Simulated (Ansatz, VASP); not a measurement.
# NiO: VASP beside Ansatz, part 2 of 2

One calculation is typed for both programs; each brings its own data sets. How far apart do they land? The cell is taken from a series of runs on this material, whose earlier steps may have relaxed, scaled, displaced or heated it; both programs get it as it stands.

VASP 6.6.1 and Ansatz 0.2.0.

So far: The starting structure; Ansatz: single point, LDA, DFT+U.

## (3) VASP: single point, LDA, DFT+U

Level of this step: LDA, DFT+U (Ni d 6 eV), spin-polarised from an antiferromagnetic start; plane waves and PAW (Ni, O) (VASP).

The same cell, functional (in two slightly different forms), mesh and smearing now go to VASP, with its own data sets.

Lines of VASP's logs that name or quote its potential files are left out, and so is its time.

INCAR

```
SYSTEM = NiO
PREC = Accurate
ENCUT = 520
EDIFF = 1E-06
NELM = 200
ISMEAR = -1
SIGMA = 0.05
LREAL = .FALSE.
ALGO = Normal
GGA = PW92
NBANDS = 24
ISPIN = 2
MAGMOM = 1.69 -1.69 -0.08 0.08
LDAU = .TRUE.
LDAUTYPE = 2
LDAUL = 2 -1
LDAUU = 6 0
LDAUJ = 0 0
LDAUPRINT = 1
LASPH = .TRUE.
LMAXMIX = 4
LORBIT = 11
LWAVE = .FALSE.
LCHARG = .FALSE.
ISIF = 2
GGA_COMPAT = .FALSE.
```

POSCAR

```
NiO
1.0
    0.0000000000      2.0859016414      2.0859016414
    4.1718032828      0.0000000000      4.1718032828
    4.1718032828      2.0859016414      2.0859016414
Ni O
2 2
Direct
    0.0000000000      0.0000000000      0.0000000000
    0.0000000000      0.5000000000      0.0000000000
    0.5000000000      0.0000000000      0.5000000000
    0.5000000000      0.5000000000      0.5000000000
```

KPOINTS

```
Automatic mesh
0
Gamma
8 8 8
0 0 0
```

Potentials, in the order of the species: Ni and O (LDA family, release 64).

The run is started by

```sh
$ mpirun -np 1 vasp_std
```

Numbers of over 12 decimals in the logs are rounded to 6 here.

Output:

```text
[banner, memory and clock lines left out]
running    1 mpi-ranks, on    1 nodes
 distrk:  each k-point on    1 cores,    1 groups
 distr:  one band on    1 cores,    1 groups

 POSCAR found type information on POSCAR NiO
 POSCAR found :  2 types and       4 ions
|                                                                             |
|               ----> ADVICE to this user running VASP <----                  |
|                                                                             |
|     You enforced a specific xc type in the INCAR file but a different       |
|     [... a line on the potential file left out ...]
|     I HOPE YOU KNOW WHAT YOU ARE DOING!                                     |
|                                                                             |

 LDA part: xc-table for (Slater(with rela. corr.)+PW92), standard interpolation
 POSCAR, INCAR and KPOINTS ok, starting setup
 FFT: planning ... GRIDC
 FFT: planning ... GRID_SOFT
 FFT: planning ... GRID
 WAVECAR not read
 entering main loop
       N       E                     dE             d eps       ncg     rms          rms(c)
DAV:   1     0.244138693237E+03    0.24414E+03   -0.15378E+04  7440   0.179E+03
DAV:   2     0.122581422055E+01   -0.24291E+03   -0.22074E+03  7760   0.359E+02
DAV:   3    -0.226165598509E+02   -0.23842E+02   -0.23019E+02  8360   0.131E+02
DAV:   4    -0.230274436377E+02   -0.41088E+00   -0.41048E+00  8072   0.176E+01
DAV:   5    -0.230363123006E+02   -0.88687E-02   -0.88684E-02  8848   0.248E+00    0.231E+01
DAV:   6    -0.222197284723E+02    0.81658E+00   -0.22473E+01  9792   0.107E+02    0.263E+01
DAV:   7    -0.228831803570E+02   -0.66345E+00   -0.43019E+00  8544   0.410E+01    0.132E+01
DAV:   8    -0.231679802270E+02   -0.28480E+00   -0.72978E-01  9720   0.998E+00    0.887E+00
DAV:   9    -0.233199980831E+02   -0.15202E+00   -0.11460E-01  8928   0.111E+01    0.101E+00
DAV:  10    -0.233318331061E+02   -0.11835E-01   -0.62378E-02 10464   0.356E+00    0.534E-01
DAV:  11    -0.233324116274E+02   -0.57852E-03   -0.98434E-03  7672   0.132E+00    0.222E-01
DAV:  12    -0.233329333693E+02   -0.52174E-03   -0.32947E-04  9232   0.432E-01    0.107E-01
DAV:  13    -0.233331290990E+02   -0.19573E-03   -0.18373E-04  9696   0.346E-01    0.291E-02
DAV:  14    -0.233331430105E+02   -0.13912E-04   -0.95378E-05  8272   0.933E-02    0.101E-02
DAV:  15    -0.233331426580E+02    0.35252E-06   -0.34139E-06  7368   0.168E-02
   1 F= -.23333143E+02 E0= -.23333143E+02  d E =-.871484E-09  mag=     0.0000
```

From OUTCAR (step 3):

```text
ion  position               nearest neighbor table
   1  0.000  0.000  0.000-   3 2.09   4 2.09   3 2.09   4 2.09   4 2.09   4 2.09   2 2.95   2 2.95
                             2 2.95   2 2.95   2 2.95   2 2.95   2 2.95   2 2.95
   2  0.000  0.500  0.000-   4 2.09   3 2.09   4 2.09   3 2.09   3 2.09   3 2.09   1 2.95   1 2.95
                             1 2.95   1 2.95   1 2.95   1 2.95   1 2.95   1 2.95
   3  0.500  0.000  0.500-   1 2.09   2 2.09   1 2.09   2 2.09   2 2.09   2 2.09
   4  0.500  0.500  0.500-   2 2.09   1 2.09   2 2.09   1 2.09   1 2.09   1 2.09

  LATTYP: Found a simple tetragonal cell.
 ALAT       =     2.9499103910
 C/A-ratio  =     1.4142135624

 Subroutine GETGRP returns: Found 16 space group operations
 (whereof 16 operations were pure point group operations)

The static configuration has the point symmetry D_4h.

 Found     75 irreducible k-points:

   k-points           NKPTS =     75   k-points in BZ     NKDIM =     75   number of bands    NBANDS=     24

   dimension x,y,z NGX =    24 NGY =   48 NGZ =   40
   dimension x,y,z NGXF=    48 NGYF=   96 NGZF=   80

   ENCUT  =  520.0 eV  38.22 Ry    6.18 a.u.   5.48 10.97  9.50*2*pi/ulx,y,z

   NELECT =      32.0000    total number of electrons

 k-points in reciprocal lattice and weights: Automatic mesh
   0.00000000  0.00000000  0.00000000       0.002
   0.12500000  0.00000000  0.00000000       0.016
   0.25000000  0.00000000  0.00000000       0.016
   0.37500000  0.00000000  0.00000000       0.016
   0.50000000  0.00000000  0.00000000       0.004
   0.00000000  0.12500000  0.00000000       0.008
   0.12500000  0.12500000  0.00000000       0.016
   0.25000000  0.12500000  0.00000000       0.031
   0.37500000  0.12500000  0.00000000       0.031
[...]
0.0000  0.0000  0.0010  0.0000  0.1588

spin component  2

  0.9829 -0.0000  0.0000  0.0000 -0.0000
 -0.0000  0.9829 -0.0000  0.0000  0.0000
  0.0000 -0.0000  1.0383 -0.0000 -0.0000
  0.0000  0.0000 -0.0000  0.9829  0.0000
 -0.0000  0.0000 -0.0000  0.0000  1.0383

 occupancies and eigenvectors

  o =  0.1582  v =  0.0000 -0.0000 -0.5000  0.0000  0.8660  0.0000  0.0000  0.0000  0.0000  0.0000      0.0000  0.0000  0.0000  0.0000  0.0000  0.0000  0.0000  0.0000  0.0000  0.0000
  o =  0.1605  v =  0.0000  0.0000  0.8660  0.0000  0.5000  0.0000  0.0000  0.0000  0.0000  0.0000      0.0000  0.0000  0.0000  0.0000  0.0000  0.0000  0.0000  0.0000  0.0000  0.0000
  o =  0.9806  v =  0.0000  1.0000 -0.0000 -0.0000 -0.0000  0.0000  0.0000  0.0000  0.0000  0.0000      0.0000  0.0000  0.0000  0.0000  0.0000  0.0000  0.0000  0.0000  0.0000  0.0000
  o =  0.9808  v =  1.0000  0.0000  0.0000  0.0000  0.0000  0.0000  0.0000  0.0000  0.0000  0.0000      0.0000  0.0000  0.0000  0.0000  0.0000  0.0000  0.0000  0.0000  0.0000  0.0000
  o =  0.9808  v =  0.0000 -0.0000  0.0000 -1.0000  0.0000  0.0000  0.0000  0.0000  0.0000  0.0000      0.0000  0.0000  0.0000  0.0000  0.0000  0.0000  0.0000  0.0000  0.0000  0.0000
  o =  0.9829  v =  0.0000  0.0000  0.0000  0.0000  0.0000  0.0000 -0.0000  0.0000 -1.0000 -0.0000      0.0000  0.0000  0.0000  0.0000  0.0000  0.0000  0.0000  0.0000  0.0000  0.0000
  o =  0.9829  v =  0.0000  0.0000  0.0000  0.0000  0.0000  1.0000  0.0000  0.0000  0.0000  0.0000      0.0000  0.0000  0.0000  0.0000  0.0000  0.0000  0.0000  0.0000  0.0000  0.0000
  o =  0.9829  v =  0.0000  0.0000  0.0000  0.0000  0.0000  0.0000 -1.0000 -0.0000  0.0000  0.0000      0.0000  0.0000  0.0000  0.0000  0.0000  0.0000  0.0000  0.0000  0.0000  0.0000
  o =  1.0383  v =  0.0000  0.0000  0.0000  0.0000  0.0000  0.0000  0.0000  0.8660  0.0000  0.5000      0.0000  0.0000  0.0000  0.0000  0.0000  0.0000  0.0000  0.0000  0.0000  0.0000
  o =  1.0383  v =  0.0000  0.0000  0.0000  0.0000  0.0000  0.0000 -0.0000  0.5000  0.0000 -0.8660      0.0000  0.0000  0.0000  0.0000  0.0000  0.0000  0.0000  0.0000  0.0000  0.0000

 average (electrostatic) potential at core
       1 -84.4246       2 -84.4246       3 -68.7313       4 -68.7313

 E-fermi :   7.6163

 spin component 1
 k-point     1 :       0.0000    0.0000    0.0000
  band No.  band energies     occupation
    ...
     12       3.7958      1.00000
     13       3.7958      1.00000
     14       5.2064      1.00000
     15       5.2169      1.00000
     16       5.2169      1.00000
     17       8.5217      0.00000
     18       8.8073      0.00000
     19       9.4569      0.00000
     20      13.7691      0.00000
     21      18.1699      0.00000
    ...

 k-point     2 :       0.1250    0.0000    0.0000
  band No.  band energies     occupation
    ...
     12       3.9701      1.00000
     13       4.1411      1.00000
     14       4.5142      1.00000
     15       5.2490      1.00000
     16       5.2759      1.00000
     17       8.8862      0.00000
     18       9.0747      0.00000
     19      10.4944      0.00000
     20      14.3703      0.00000
     21      18.0418      0.00000
    ...

 k-point     3 :       0.2500    0.0000    0.0000
  band No.  band energies     occupation
    ...
     12       4.1333      1.00000
     13       4.1937      1.00000
     14       4.2225      1.00000
     15       5.6314      1.00000
     16       5.7668      1.00000
     17       9.6906      0.00000
     18       9.7039      0.00000
     19      12.1703      0.00000
     20      15.2140      0.00000
     21      17.2875      0.00000
    ...

 k-point     4 :       0.3750    0.0000    0.0000
  band No.  band energies     occupation
    ...
     12       4.1164      1.00000
     13       4.2346      1.00000
     14       4.4141      1.00000
     15       6.3168      1.00000
     16       6.4314      1.00000
     17      10.4001      0.00000
     18      10.4714      0.00000
     19      13.1387      0.00000
     20      14.1649      0.00000
     21      17.5261      0.00000
    ...

 k-point     5 :       0.5000    0.0000    0.0000
  band No.  band energies     occupation
    ...
     12       4.0780      1.00000
     13       4.2967      1.00000
     14       4.5002      1.00000
     15       6.7082      1.00000
     16       6.7159      1.00000
     17      10.7967      0.00000
     18      10.8057      0.00000
     19      13.2324      0.00000
     20      13.3110      0.00000
     21      17.6393      0.00000
    ...

 k-point     6 :       0.0000    0.1250    0.0000
  band No.  band energies     occupation
    ...
     12       3.7274      1.00000
     13       3.9541      1.00000
     14       4.6846      1.00000
     15       5.2286      1.00000
     16       5.2299      1.00000
     17       8.8802      0.00000
     18       8.8874      0.00000
     19      10.2259      0.00000
     20      14.2664      0.00000
     21      18.0410      0.00000
    ...

  Total       -3.5504355     -3.5361386     -3.5361386     -0.0000000     -0.0000000      0.0000000
  in kB     -156.6934133   -156.0624406   -156.0624406     -0.0000000     -0.0000000      0.0000000
  external PRESSURE =    -156.2727648 kB  Pullay stress =       0.0000000 kB

  energy-cutoff  :      520.00
  volume of cell :       36.30
      direct lattice vectors                 reciprocal lattice vectors
     0.000000000  2.085901641  2.085901641    -0.239704495  0.239704495  0.239704495
     4.171803283  0.000000000  4.171803283     0.000000000 -0.239704495  0.239704495
     4.171803283  2.085901641  2.085901641     0.239704495  0.239704495 -0.239704495

 POSITION                                       TOTAL-FORCE (eV/Angst)
 -----------------------------------------------------------------------------------
      0.00000      0.00000      0.00000        -0.000000     -0.000000     -0.000000
      2.08590      0.00000      2.08590         0.000000     -0.000000     -0.000000
      2.08590      2.08590      2.08590         0.000000      0.000000      0.000000
      4.17180      2.08590      4.17180        -0.000000      0.000000      0.000000
 -----------------------------------------------------------------------------------
    total drift:                                0.000000     -0.000000     -0.000000

  FREE ENERGIE OF THE ION-ELECTRON SYSTEM (eV)
  ---------------------------------------------------
  free  energy   TOTEN  =       -23.3331426580 eV

  energy  without entropy=      -23.3331426571  energy(sigma->0) =      -23.33314266

 total charge
# of ion       s       p       d       tot
------------------------------------------
    1        0.350   0.434   8.257   9.042
    2        0.350   0.434   8.257   9.042
    3        1.534   3.453   0.000   4.987
    4        1.534   3.453   0.000   4.987
--------------------------------------------------
tot          3.769   7.775  16.514  28.058

 magnetization (x)
# of ion       s       p       d       tot
------------------------------------------
    1        0.014   0.018   1.762   1.794
    2       -0.014  -0.018  -1.762  -1.794
    3       -0.007  -0.065   0.000  -0.072
    4        0.007   0.065   0.000   0.072
--------------------------------------------------
tot          0.000   0.000   0.000   0.000

[... 1 further part left out ...]
```

The magnetic state follows from one typed start and may not be the lowest.

## (4) Differences

Known differences besides the potentials themselves: VASP starts from the moments at which Ansatz ended; U acts on the PAW sphere in VASP and on atomic orbitals in Ansatz, so only states and trends compare; the data sets hold 48 valence electrons in Ansatz (on its PAW soft_1 files) and 32 in VASP; the cutoff is 420 eV in Ansatz and 520 eV in VASP; VASP's log shows a relativistic correction to its local exchange, Ansatz's none; site moments are counted in spheres of each program's own size. Total energies have different zeros and are not compared.

The two programs side by side:

```csv
quantity,Ansatz,VASP,difference
moment on Ni1 (μB),1.69,1.79,-0.10
moment on Ni2 (μB),-1.69,-1.79,+0.10
moment on O3 (μB),-0.09,-0.07,-0.01
moment on O4 (μB),0.09,0.07,+0.01
```

## (5) What came out

```
difference in moment on Ni1 (single point, LDA, DFT+U) : -0.10 μB
```

**Reading.** The difference in moment on Ni1 is -0.10 μB (single point, LDA, DFT+U). The data sets hold unlike numbers of valence electrons (48 in Ansatz and 32 in VASP), so part of the differences may come from the potentials. How closely two codes agree says nothing of how well the functional describes the real material.

[Lines on the potential files, build, host, timing and source positions are cut from VASP's logs without a mark.]

[Logs are printed without paths, hosts, clocks, repeated set-up lines and the standing remarks that a program may print on its own settings, such as how far it seeks lower states.]

[Hosts, paths, dates, database ids (printed as entryN), source tags and the programs' standing remarks are cut or masked in the printed files.]
